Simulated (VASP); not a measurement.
Energy against volume of BN (zinc blende). Computed with HSEsol screened hybrid, VASP's PBE PAW potentials (set 64) (plane waves; VASP). Settings: 520 eV cut-off, 10×10×10 Γ-centred mesh, Gaussian smearing of 0.050 eV, potentials B N.

```
V (Å³/atom)  E (eV/atom)
-----------  -----------
5.420          -10.46960
5.599          -10.49290
5.778          -10.49981
5.956          -10.49250
```

Problem. Fit these four points and predict the energy of the run at 6.135 Å³/atom.

Solution. A cubic in V^(−2/3), the third-order Birch-Murnaghan form, passes through the four points with V0 = 5.77 Å³/atom and B0 = 414 GPa, and gives -10.4727 eV/atom there. The run gave -10.4729 eV/atom, -0.2 meV/atom from the fit; all five points give B0 = 413 GPa.

The compound is BN in the zinc blende structure. It was relaxed first. The cell's shape comes from a PBE relaxation.
